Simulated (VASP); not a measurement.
Calculation: TPSS meta-GGA, VASP's PBE PAW potentials (set 64) (plane waves; VASP).

VASP input:

**INCAR**
```
SYSTEM = TiC
PREC = Accurate; ENCUT = 520; LREAL = .False.
LASPH = .True.
EDIFF = 1E-7; NELM = 100; ALGO = Normal
LMAXMIX = 4; LMIXTAU = .True.
ISMEAR = -5
METAGGA = TPSS
ISIF = 2
LWAVE = .False.; LCHARG = .False.; LORBIT = 11
NEDOS = 601
```

**KPOINTS**
```
Automatic mesh
0
Gamma
16 16 16
0 0 0
```

**POSCAR**
```
TiC
4.3329420
  0.0000000000   0.4999999549   0.4999999549
  0.4999999549   0.0000000000   0.4999999549
  0.4999999549   0.4999999549   0.0000000000
Ti C
1 1
Cart
  0.0000000000   0.0000000000   0.0000000000
  0.4999999549   0.4999999549   0.4999999549
```

**KPOINTS_OPT**
```
k-points along high-symmetry lines
10
Line-mode
Reciprocal
  0.000000   0.000000   0.000000 ! GAMMA
  0.500000   0.000000   0.500000 ! X

  0.500000   0.000000   0.500000 ! X
  0.625000   0.250000   0.625000 ! U

  0.375000   0.375000   0.750000 ! K
  0.000000   0.000000   0.000000 ! GAMMA

  0.000000   0.000000   0.000000 ! GAMMA
  0.500000   0.500000   0.500000 ! L

  0.500000   0.500000   0.500000 ! L
  0.500000   0.250000   0.750000 ! W

  0.500000   0.250000   0.750000 ! W
  0.500000   0.000000   0.500000 ! X
```

POTCAR, in this order: Ti_sv C (PBE.64 set). Program: vasp_std.

Problem. What will the output report for the number of irreducible k-points (NKPTS), largest plane-wave count, number of space-group operations, FFT grid (NGX, NGY, NGZ)?

Solution. 
| Property | Result |
|---|---|
| number of irreducible k-points (NKPTS) | 145 |
| largest plane-wave count | 568 |
| number of space-group operations | 48 |
| FFT grid (NGX, NGY, NGZ) | 24 × 24 × 24 |

The compound is TiC in the rock salt structure. It was relaxed first.
